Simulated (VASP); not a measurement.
**Co2TeS with RPBE: from relaxation to properties**

Aim: relax Co2TeS, then compute properties on the relaxed cell. The steps: rough relaxation of the start cell, full relaxation (RPBE), density, ELF and potential (RPBE), band structure (RPBE), total and projected DOS (RPBE) and field gradients at the nuclei (RPBE). The cell is invented: it takes the structure of a Materials Project entry for Mg2TeS (space group 160 there), with some of its atoms replaced by other elements, volume scaled by an estimate. It may not be a known or stable phase.

Main program and level: VASP 6.6.1; RPBE, spin-polarised from a ferromagnetic start; plane waves and PAW (Te, Co, S); invented cell.

Report form: the programs' logs are mostly left out.

### Step 1. Set-up

Before any relaxation, the start is as follows. Symmetry: R3m, No. 160, trigonal system. The conventional cell has a = 4.050 Å, b = 4.050 Å, c = 19.964 Å, α = 90.00°, β = 90.00°, γ = 120.00°. Nearest to Te lie 4 Co at 2.57 to 2.64 Å. Nearest to Co lie 3 S at 2.42 Å and 1 Te at 2.64 Å. Nearest to Co lie 1 S at 2.32 Å and 3 Te at 2.57 Å. Nearest to S lie 4 Co at 2.32 to 2.42 Å. It derives from Mg2TeS. it takes the structure of a Materials Project entry for Mg2TeS (space group 160 there), with some of its atoms replaced by other elements, volume scaled by an estimate. Farther neighbours and most contacts between anions are not listed.

Structure file:

```cif
data_structure
_symmetry_space_group_name_H-M 'P 1'
_symmetry_Int_Tables_number 1
_cell_length_a 7.0536
_cell_length_b 7.0536
_cell_length_c 7.0536
_cell_angle_alpha 33.366
_cell_angle_beta 33.366
_cell_angle_gamma 33.366
_cell_volume 94.53
loop_
_atom_site_label
_atom_site_type_symbol
_atom_site_fract_x
_atom_site_fract_y
_atom_site_fract_z
_atom_site_occupancy
Te1 Te 0.87690 0.87690 0.87690 1
Co2 Co 0.00928 0.00928 0.00928 1
Co3 Co 0.48995 0.48995 0.48995 1
S4 S 0.37388 0.37388 0.37388 1
```

### Step 2. Rough relaxation of the start cell

The start is only an estimate, so a cheap relaxation brings it near a minimum before any careful run. RPBE by itself binds more weakly than PBE and expands cells.

INCAR

```
SYSTEM = Co2TeS
PREC = Normal
ENCUT = 400
EDIFF = 1E-05
NELM = 60
ISMEAR = -1
SIGMA = 0.05
LREAL = .FALSE.
ALGO = Fast
GGA = RP
NBANDS = 23
ISPIN = 2
MAGMOM = 0 2 2 0
LMAXMIX = 4
LORBIT = 11
LWAVE = .FALSE.
LCHARG = .FALSE.
KPAR = 2
IBRION = 2
NSW = 40
ISIF = 3
EDIFFG = -0.04
```

POSCAR

```
Co2TeS
1.0
    2.0249320000      1.1690950000      6.6548050000
   -2.0249320000      1.1690950000      6.6548050000
    0.0000000000     -2.3381900000      6.6548050000
Te Co S
1 2 1
Direct
    0.8769030000      0.8769030000      0.8769030000
    0.0092756700      0.0092756700      0.0092756700
    0.4899450000      0.4899450000      0.4899450000
    0.3738790000      0.3738790000      0.3738790000
```

KPOINTS

```
Automatic mesh
0
Gamma
5 5 5
0 0 0
```

Potentials, in the order of the species: Te, Co and S (PBE family, release 64).

Run with:

```
$ mpirun -np 2 vasp_std
```

The job ended after 17 min (2 MPI ranks of AMD EPYC 7R43, shared host; peak memory 0.51 GiB).

The run was stopped at its time limit, by a STOPCAR file.

By then 16 ionic steps had been finished.

The next step goes on from the cell that it reached.

### Step 3. Full relaxation (RPBE)

Properties are meant for the cell that this level of theory prefers, so cell and atoms are relaxed first (ISIF = 3) until forces and stress are small; EDIFFG sets the threshold.

INCAR

```
SYSTEM = Co2TeS
PREC = Accurate
ENCUT = 400
EDIFF = 1E-06
NELM = 100
ISMEAR = -1
SIGMA = 0.05
LREAL = .FALSE.
ALGO = Normal
GGA = RP
NBANDS = 23
ISPIN = 2
MAGMOM = 0 2 2 0
LMAXMIX = 4
LORBIT = 11
LWAVE = .FALSE.
LCHARG = .FALSE.
KPAR = 2
IBRION = 2
NSW = 60
ISIF = 3
EDIFFG = -0.01
```

POSCAR

```
Co2TeS
1.0
    1.8730742955      1.0814199216      6.0459241916
   -1.8730742955      1.0814199216      6.0459241916
    0.0000000000     -2.1628398432      6.0459241916
Te Co S
1 2 1
Direct
    0.8816050398      0.8816050398      0.8816050398
    0.0210346112      0.0210346112      0.0210346112
    0.4824980508      0.4824980508      0.4824980508
    0.3648649681      0.3648649681      0.3648649681
```

KPOINTS

```
Automatic mesh
0
Gamma
7 7 7
0 0 0
```

Run with:

```
$ mpirun -np 2 vasp_std
```

It took 34 min on 2 MPI ranks; peak memory 0.68 GiB; 68 min of CPU time.

The magnetic state follows from one typed start and may not be the lowest. The k-mesh is coarse for a metal. LASPH is off, so gradient terms of the non-spherical density inside the spheres are left out; for open d or f shells this can shift gaps and moments. The PAW data sets were made with PBE, which is usual practice but a small mismatch for other functionals. The run keeps the 6 symmetry operations of its start, so it cannot find a distortion of lower symmetry.

Relaxation path:

| step | energy less that of the first step (eV) | largest force (eV/Å) | pressure (GPa) | volume (Å³) |
| --- | --- | --- | --- | --- |
| 1 | 0.0000 | 0.1204 | -0.12 | 73.48 |
| 2 | -0.0009 | 0.0931 | -0.01 | 73.34 |
| 3 | -0.0014 | 0.0833 | 0.29 | 73.05 |
| 4 | -0.0020 | 0.0776 | 0.27 | 73.11 |
| 5 | -0.0029 | 0.0604 | -0.08 | 73.27 |
| 6 | -0.0029 | 0.0714 | -0.17 | 73.32 |
| 7 | -0.0035 | 0.0509 | -0.14 | 73.22 |
| 8 | -0.0041 | 0.0233 | 0.08 | 72.92 |
| 9 | -0.0042 | 0.0181 | 0.06 | 72.97 |
| 10 | -0.0042 | 0.0164 | 0.04 | 72.99 |
| 11 | -0.0042 | 0.0169 | 0.02 | 72.98 |
| 12 | -0.0042 | 0.0117 | 0.01 | 73.00 |
| 13 | -0.0042 | 0.0196 | 0.04 | 73.01 |
| 14 | -0.0042 | 0.0170 | -0.02 | 73.04 |
| 15 | -0.0042 | 0.0158 | 0.00 | 73.05 |
| 16 | -0.0042 | 0.0134 | -0.06 | 73.07 |
| 17 | -0.0042 | 0.0146 | -0.12 | 73.06 |
| 18 | -0.0042 | 0.0154 | -0.12 | 73.06 |
| 19 | -0.0042 | 0.0158 | -0.09 | 73.05 |
| 20 | -0.0042 | 0.0159 | 0.04 | 73.05 |
| 21 | -0.0042 | 0.0093 | -0.01 | 73.06 |

| conventional cell, symmetrised | before | after | change |
| --- | --- | --- | --- |
| a (Å) | 3.746 | 3.757 | +0.3 % |
| b (Å) | 3.746 | 3.757 | +0.3 % |
| c (Å) | 18.138 | 17.932 | -1.1 % |
| volume (Å³/atom) | 18.37 | 18.27 | -0.6 % |

The atoms that moved most (Å, as changes of fractional coordinates times the final cell):

| atom | dx | dy | dz | length |
| --- | --- | --- | --- | --- |
| Co2 | 0.000 | 0.000 | 0.052 | 0.052 |
| S4 | 0.000 | 0.000 | -0.027 | 0.027 |
| Co3 | 0.000 | 0.000 | -0.014 | 0.014 |
| Te1 | 0.000 | 0.000 | -0.012 | 0.012 |

Final coordinates:

```cif
data_structure
_symmetry_space_group_name_H-M 'P 1'
_symmetry_Int_Tables_number 1
_cell_length_a 6.3587
_cell_length_b 6.3587
_cell_length_c 6.3587
_cell_angle_alpha 34.365
_cell_angle_beta 34.365
_cell_angle_gamma 34.365
_cell_volume 73.06
loop_
_atom_site_label
_atom_site_type_symbol
_atom_site_fract_x
_atom_site_fract_y
_atom_site_fract_z
_atom_site_occupancy
Te1 Te 0.88094 0.88094 0.88094 1
Co2 Co 0.02396 0.02396 0.02396 1
Co3 Co 0.48173 0.48173 0.48173 1
S4 S 0.36338 0.36338 0.36338 1
```

Numbers from this step:

- electrons: 30
- bands: 23
- irreducible k-points: 44
- symmetry operations: 6
- free energy (TOTEN): -20.12 eV
- energy at zero smearing: -20.11 eV
- Fermi energy: 7.495 eV
- pressure: -0.01362 GPa
- moment of the cell, from the last line of the log: 1.071 μB
- metallic: yes
- SCF cycles over all ionic steps: 142

Spin moment in the PAW sphere by atom:

| atom | spin moment in the PAW sphere (μB) |
| --- | --- |
| Te1 | -0.026 |
| Co2 | 0.567 |
| Co3 | 0.481 |
| S4 | 0.041 |

It ends with a largest force of 0.009 eV/Å and a pressure of -0.01 GPa.

### Step 4. Density, ELF and potential (RPBE)

The relaxed cell gets a fresh self-consistent run, on a basis set for its own volume, to fix the density and to check the remaining stress.

INCAR: that of step 3 with these lines changed.

```diff
@@ -16,7 +16,5 @@
 LWAVE = .FALSE.
-LCHARG = .FALSE.
-KPAR = 2
-IBRION = 2
-NSW = 60
-ISIF = 3
-EDIFFG = -0.01
+LCHARG = .TRUE.
+ISIF = 2
+LELF = .TRUE.
+LVHAR = .TRUE.
```

POSCAR

```
Co2TeS
1.0
    1.8784615242      1.0845302393      5.9772850919
   -1.8784615242      1.0845302393      5.9772850919
    0.0000000000     -2.1690604786      5.9772850919
Te Co S
1 2 1
Direct
    0.8809363647      0.8809363647      0.8809363647
    0.0239557777      0.0239557777      0.0239557777
    0.4817333976      0.4817333976      0.4817333976
    0.3633771300      0.3633771300      0.3633771300
```

KPOINTS is that of step 3.

Run with:

```
$ mpirun -np 2 vasp_std
```

It took 5.4 min on 2 MPI ranks; peak memory 0.4 GiB.

With spin, VASP writes an ELF for each channel.

Numbers from this step:

* SCF cycles: 20
* bands: 24
* pressure: -0.07910 GPa

Valence electrons inside each PAW sphere by angular momentum. Sphere charges, by row:

| atom | s (e) | p (e) | d (e) | tot (e) |
| --- | --- | --- | --- | --- |
| Te1 | 1.363 | 1.935 | 0.095 | 3.393 |
| Co2 | 0.408 | 0.467 | 7.426 | 8.302 |
| Co3 | 0.421 | 0.448 | 7.448 | 8.317 |
| S4 | 1.329 | 2.372 | 0 | 3.701 |

Spin density in the ac plane of the cell as run, not the conventional one, at fractional y = 0.024, with atoms of Co within 0.2 Å of it.

Values in e/Å³, 9 rows by 16 columns, each cell a mean:
```
 0.23  0.47  0.36  0.11  0.01  0.00  0.00  0.00  0.00  0.00  0.00  0.00  0.00 -0.01  0.00  0.03
 0.00  0.04  0.09  0.07  0.02  0.01  0.00  0.00  0.00  0.00  0.00  0.00  0.00  0.00  0.00 -0.01
 0.00  0.00  0.00  0.00  0.00  0.00  0.00  0.00  0.00  0.00  0.00  0.00  0.00  0.00  0.00  0.00
 0.00  0.00  0.00  0.00  0.00  0.00  0.00  0.00  0.00  0.00  0.00  0.00  0.00  0.00  0.00  0.00
 0.00  0.00  0.00  0.00  0.00  0.00  0.00  0.00  0.00  0.00  0.00  0.00  0.00  0.00  0.00  0.00
 0.00  0.00  0.00  0.00  0.00  0.00  0.00  0.00  0.00  0.00  0.00  0.00  0.00  0.00  0.00  0.00
 0.00  0.00  0.00  0.00  0.00  0.00  0.00  0.00  0.00  0.00  0.00  0.00  0.01  0.03  0.04  0.01
 0.15  0.02  0.00  0.00  0.00  0.00  0.00  0.00  0.00  0.00  0.00  0.00  0.01  0.09  0.27  0.33
 0.70  0.42  0.10  0.01  0.00  0.00  0.00  0.00  0.00  0.00  0.00  0.00  0.00  0.01  0.13  0.47
```
Columns run along a (6.4 Å), rows up along c (6.4 Å). Atoms in or near the plane, at fractional coordinates: Co at (0.02, 0.02).

ELF of up spins in the ac plane of the cell as run, not the conventional one, at fractional y = 0.024, with atoms of Co within 0.2 Å of it. It is the smooth field of the valence electrons, not physical close to the nuclei.

Values, 9 rows by 16 columns, each cell a mean:
```
0.11 0.03 0.03 0.13 0.17 0.14 0.13 0.22 0.46 0.71 0.80 0.80 0.80 0.80 0.65 0.34
0.55 0.27 0.16 0.15 0.19 0.19 0.18 0.14 0.18 0.38 0.65 0.79 0.78 0.75 0.80 0.78
0.81 0.65 0.34 0.22 0.25 0.35 0.41 0.34 0.21 0.16 0.25 0.49 0.71 0.79 0.79 0.81
0.80 0.77 0.59 0.28 0.20 0.37 0.58 0.63 0.54 0.36 0.20 0.17 0.28 0.50 0.68 0.77
0.55 0.62 0.59 0.40 0.15 0.11 0.28 0.55 0.66 0.63 0.48 0.27 0.16 0.16 0.25 0.40
0.18 0.23 0.27 0.26 0.17 0.09 0.06 0.13 0.33 0.51 0.54 0.39 0.24 0.17 0.14 0.14
0.14 0.13 0.12 0.12 0.13 0.16 0.19 0.20 0.17 0.20 0.27 0.26 0.22 0.17 0.17 0.16
0.09 0.12 0.13 0.12 0.11 0.16 0.31 0.51 0.60 0.56 0.46 0.34 0.23 0.16 0.05 0.06
0.00 0.02 0.10 0.14 0.13 0.13 0.22 0.46 0.70 0.79 0.80 0.76 0.63 0.39 0.16 0.02
```
Columns run along a (6.4 Å), rows up along c (6.4 Å). Atoms in or near the plane, at fractional coordinates: Co at (0.02, 0.02).

Valence density in the ac plane of the cell as run, not the conventional one, at fractional y = 0.024, with atoms of Co within 0.2 Å of it. It is the smooth field of the valence electrons, not physical close to the nuclei.

Values in e/Å³, 9 rows by 16 columns, each cell a mean:
```
2.6 5.2 4.2 1.4 0.3 0.1 0.1 0.1 0.2 0.4 0.5 0.4 0.4 0.5 0.4 0.7
0.4 0.6 1.2 1.2 0.6 0.3 0.1 0.1 0.1 0.2 0.4 0.5 0.4 0.3 0.4 0.5
0.5 0.3 0.2 0.2 0.3 0.3 0.3 0.2 0.1 0.1 0.1 0.3 0.4 0.5 0.4 0.5
0.5 0.4 0.2 0.1 0.1 0.2 0.3 0.3 0.3 0.2 0.1 0.1 0.2 0.3 0.4 0.4
0.2 0.3 0.2 0.1 0.1 0.1 0.1 0.2 0.3 0.3 0.2 0.1 0.1 0.1 0.1 0.2
0.1 0.1 0.1 0.1 0.1 0.1 0.1 0.1 0.2 0.3 0.3 0.3 0.2 0.2 0.1 0.1
0.1 0.1 0.1 0.1 0.1 0.1 0.1 0.1 0.1 0.1 0.2 0.3 0.5 0.7 0.6 0.2
1.7 0.3 0.1 0.1 0.1 0.1 0.1 0.2 0.2 0.2 0.2 0.2 0.3 1.2 3.3 3.7
7.8 4.7 1.1 0.2 0.1 0.1 0.1 0.2 0.3 0.4 0.4 0.4 0.4 0.4 1.5 5.2
```
Columns run along a (6.4 Å), rows up along c (6.4 Å). Atoms in or near the plane, at fractional coordinates: Co at (0.02, 0.02).

In this run the pressure is -0.08 GPa, small enough to go on.

### Step 5. Band structure (RPBE)

Levels along the symmetry lines show where the bands peak and cross; KPOINTS_OPT computes them in the converged potential.

INCAR

```
SYSTEM = Co2TeS
PREC = Accurate
ENCUT = 400
EDIFF = 1E-06
NELM = 100
ISMEAR = -1
SIGMA = 0.05
LREAL = .FALSE.
ALGO = Normal
GGA = RP
NBANDS = 31
ISPIN = 2
MAGMOM = -0.026 0.566 0.481 0.041
LMAXMIX = 4
LORBIT = 11
LWAVE = .FALSE.
LCHARG = .FALSE.
KPAR = 2
```

POSCAR is that of step 4.

KPOINTS is that of step 4.

KPOINTS_OPT

```
Line mode
16
Line-mode
Reciprocal
  0.00000000   0.00000000   0.00000000 GAMMA
  0.50000000   0.00000000   0.00000000 L

  0.50000000   0.00000000   0.00000000 L
  0.50000000   0.18861412  -0.18861412 B1

  0.81138588   0.50000000   0.18861412 B
  0.50000000   0.50000000   0.50000000 Z

  0.50000000   0.50000000   0.50000000 Z
  0.00000000   0.00000000   0.00000000 GAMMA

  0.00000000   0.00000000   0.00000000 GAMMA
  0.34430706   0.00000000  -0.34430706 X

  0.65569294   0.34430706   0.00000000 Q
  0.50000000   0.50000000   0.00000000 F

  0.50000000   0.50000000   0.00000000 F
  0.65569294   0.65569294   0.18861412 P1

  0.65569294   0.65569294   0.18861412 P1
  0.50000000   0.50000000   0.50000000 Z

  0.50000000   0.00000000   0.00000000 L
  0.81138588   0.34430706   0.34430706 P
```

Run with:

```
$ mpirun -np 2 vasp_std
```

Elapsed: 12 min, on 2 MPI ranks; peak memory 0.67 GiB.

Spin-orbit coupling is off here; with elements this heavy it splits and shifts levels by tenths of an eV or more.

This step gave:

- SCF cycles: 19
- bands: 31
- pressure: -0.07789 GPa

Spin up. Electronic bands along the path, in eV, zero at the Fermi level; # counts the bands kept:

| point | #11 | #12 | #13 | #14 | #15 | #16 | #17 | #18 |
| --- | --- | --- | --- | --- | --- | --- | --- | --- |
| Γ | -1.43 | 1.00 | 1.00 | 1.19 | 2.32 | 2.32 | 3.60 | 5.36 |
| 0.47 of the way | -1.21 | -0.64 | 0.33 | 0.40 | 1.20 | 1.21 | 4.67 | 5.33 |
| L | -1.25 | -1.13 | -0.61 | -0.29 | 0.06 | 0.46 | 4.60 | 5.02 |
| 0.47 of the way | -1.23 | -1.05 | -0.82 | -0.52 | -0.13 | 0.60 | 5.27 | 6.03 |
| B1 | -1.17 | -1.10 | -0.92 | -0.40 | -0.01 | 0.77 | 4.15 | 5.43 |
| jump to B | -1.17 | -1.10 | -0.92 | -0.40 | -0.01 | 0.77 | 4.15 | 5.43 |
| 0.47 of the way | -1.04 | -0.77 | -0.32 | 0.19 | 0.51 | 1.11 | 4.59 | 5.60 |
| Z | -1.24 | 0.31 | 1.51 | 1.51 | 1.78 | 1.78 | 4.31 | 5.61 |
| 0.53 of the way | -1.46 | 0.81 | 1.17 | 1.17 | 2.13 | 2.13 | 3.99 | 5.29 |
| Γ | -1.43 | 1.00 | 1.00 | 1.19 | 2.32 | 2.32 | 3.60 | 5.36 |
| 0.47 of the way | -1.26 | -0.79 | -0.18 | 0.17 | 0.44 | 1.54 | 5.35 | 5.89 |
| X | -1.18 | -1.04 | -0.98 | -0.44 | -0.01 | 0.73 | 4.19 | 5.85 |
| jump to Q | -1.18 | -1.04 | -0.98 | -0.44 | -0.01 | 0.73 | 4.19 | 5.85 |
| 0.53 of the way | -1.22 | -1.18 | -0.93 | -0.22 | 0.32 | 1.03 | 3.66 | 5.39 |
| F | -1.25 | -1.17 | -0.93 | -0.28 | 0.85 | 1.14 | 3.54 | 4.26 |
| 0.47 of the way | -1.25 | -1.16 | -0.90 | -0.27 | 0.84 | 1.05 | 3.60 | 4.30 |
| P1 | -1.25 | -1.13 | -0.83 | -0.26 | 0.78 | 0.79 | 3.80 | 4.41 |
| 0.47 of the way | -0.92 | -0.59 | 0.01 | 0.12 | 0.87 | 1.37 | 4.48 | 5.04 |
| Z | -1.24 | 0.31 | 1.51 | 1.51 | 1.78 | 1.78 | 4.31 | 5.61 |
| jump to L | -1.25 | -1.13 | -0.61 | -0.29 | 0.06 | 0.46 | 4.60 | 5.02 |
| 0.47 of the way | -1.25 | -1.13 | -0.68 | -0.27 | 0.25 | 0.56 | 4.42 | 4.94 |
| P | -1.25 | -1.13 | -0.83 | -0.26 | 0.78 | 0.79 | 3.80 | 4.41 |

Of the projections kept (Te, Co, S), the largest for each band there; the rest of the weight can lie on other orbitals:

| point | #11 | #12 | #13 | #14 | #15 | #16 | #17 | #18 |
| --- | --- | --- | --- | --- | --- | --- | --- | --- |
| Γ | Co 0.99 | Co 0.66 | Co 0.66 | Co 0.55 | Co 0.54 | Co 0.54 | Co 0.54 | Te 0.60 |
| L | Co 0.99 | Co 0.95 | Co 0.87 | Co 0.92 | Co 0.84 | Co 0.72 | Co 0.75 | Co 0.70 |
| B1 | Co 0.98 | Co 0.98 | Co 0.96 | Co 0.92 | Co 0.83 | Co 0.75 | Co 0.61 | Co 0.68 |
| B | Co 0.98 | Co 0.98 | Co 0.96 | Co 0.92 | Co 0.83 | Co 0.75 | Co 0.61 | Co 0.68 |
| Z | Co 0.92 | Co 0.82 | Co 0.74 | Co 0.74 | Co 0.50 | Co 0.50 | Co 0.68 | Te 0.49 |
| Γ | Co 0.99 | Co 0.66 | Co 0.66 | Co 0.55 | Co 0.54 | Co 0.54 | Co 0.54 | Te 0.60 |

Spin down. Electronic bands along the path, in eV, zero at the Fermi level; # counts the bands kept:

| point | #10 | #11 | #12 | #13 | #14 | #15 | #16 | #17 |
| --- | --- | --- | --- | --- | --- | --- | --- | --- |
| Γ | -0.83 | -0.83 | 1.29 | 1.29 | 1.44 | 2.62 | 2.62 | 3.70 |
| 0.47 of the way | -0.87 | -0.69 | -0.23 | 0.67 | 0.82 | 1.50 | 1.52 | 4.77 |
| L | -0.98 | -0.86 | -0.76 | -0.23 | 0.24 | 0.53 | 0.86 | 4.70 |
| 0.47 of the way | -1.12 | -0.83 | -0.68 | -0.39 | 0.07 | 0.40 | 0.97 | 5.37 |
| B1 | -1.16 | -0.79 | -0.67 | -0.45 | 0.10 | 0.48 | 1.12 | 4.24 |
| jump to B | -1.16 | -0.79 | -0.67 | -0.45 | 0.10 | 0.48 | 1.12 | 4.24 |
| 0.47 of the way | -0.88 | -0.70 | -0.34 | 0.14 | 0.56 | 0.88 | 1.45 | 4.70 |
| Z | -1.07 | -0.85 | 0.69 | 1.87 | 1.87 | 2.04 | 2.04 | 4.42 |
| 0.53 of the way | -0.95 | -0.95 | 1.12 | 1.47 | 1.47 | 2.44 | 2.44 | 4.10 |
| Γ | -0.83 | -0.83 | 1.29 | 1.29 | 1.44 | 2.62 | 2.62 | 3.70 |
| 0.47 of the way | -0.88 | -0.78 | -0.38 | 0.22 | 0.64 | 0.82 | 1.82 | 5.43 |
| X | -1.15 | -0.78 | -0.65 | -0.48 | 0.08 | 0.49 | 1.08 | 4.29 |
| jump to Q | -1.15 | -0.78 | -0.65 | -0.48 | 0.08 | 0.49 | 1.08 | 4.29 |
| 0.53 of the way | -1.07 | -0.84 | -0.76 | -0.47 | 0.27 | 0.69 | 1.37 | 3.80 |
| F | -1.06 | -0.85 | -0.82 | -0.49 | 0.22 | 1.15 | 1.45 | 3.70 |
| 0.47 of the way | -1.09 | -0.85 | -0.81 | -0.47 | 0.23 | 1.14 | 1.37 | 3.76 |
| P1 | -1.08 | -0.86 | -0.78 | -0.39 | 0.25 | 1.10 | 1.14 | 3.96 |
| 0.47 of the way | -0.88 | -0.57 | -0.13 | 0.41 | 0.50 | 1.24 | 1.67 | 4.58 |
| Z | -1.07 | -0.85 | 0.69 | 1.87 | 1.87 | 2.04 | 2.04 | 4.42 |
| jump to L | -0.98 | -0.86 | -0.76 | -0.23 | 0.24 | 0.53 | 0.86 | 4.70 |
| 0.47 of the way | -1.02 | -0.86 | -0.77 | -0.28 | 0.26 | 0.68 | 0.93 | 4.55 |
| P | -1.08 | -0.86 | -0.78 | -0.39 | 0.25 | 1.10 | 1.14 | 3.96 |

Of the projections kept (Te, Co, S), the largest for each band there; the rest of the weight can lie on other orbitals:

| point | #10 | #11 | #12 | #13 | #14 | #15 | #16 | #17 |
| --- | --- | --- | --- | --- | --- | --- | --- | --- |
| Γ | Co 0.99 | Co 0.99 | Co 0.69 | Co 0.69 | Co 0.58 | Co 0.59 | Co 0.59 | Co 0.54 |
| L | Co 0.94 | Co 0.99 | Co 0.96 | Co 0.90 | Co 0.94 | Co 0.86 | Co 0.78 | Co 0.73 |
| B1 | Co 0.99 | Co 0.98 | Co 0.98 | Co 0.97 | Co 0.94 | Co 0.85 | Co 0.79 | Co 0.62 |
| B | Co 0.99 | Co 0.98 | Co 0.98 | Co 0.97 | Co 0.94 | Co 0.85 | Co 0.79 | Co 0.62 |
| Z | Co 0.98 | Co 0.93 | Co 0.83 | Co 0.77 | Co 0.77 | Co 0.56 | Co 0.56 | Co 0.66 |
| Γ | Co 0.99 | Co 0.99 | Co 0.69 | Co 0.69 | Co 0.58 | Co 0.59 | Co 0.59 | Co 0.54 |

There is no gap at this level.

(Continued in part 2 of 2.)

[Lines on the potential files, build, host, timing and source positions are cut from VASP's logs without a mark.]

[Logs are printed without paths, hosts, clocks, repeated set-up lines and the standing remarks that a program may print on its own settings, such as how far it seeks lower states.]

[Hosts, paths, dates, database ids (printed as entryN), source tags and the programs' standing remarks are cut or masked in the printed files.]

[A measured line is paired with the nearest computed mode of its activity, which favours agreement.]
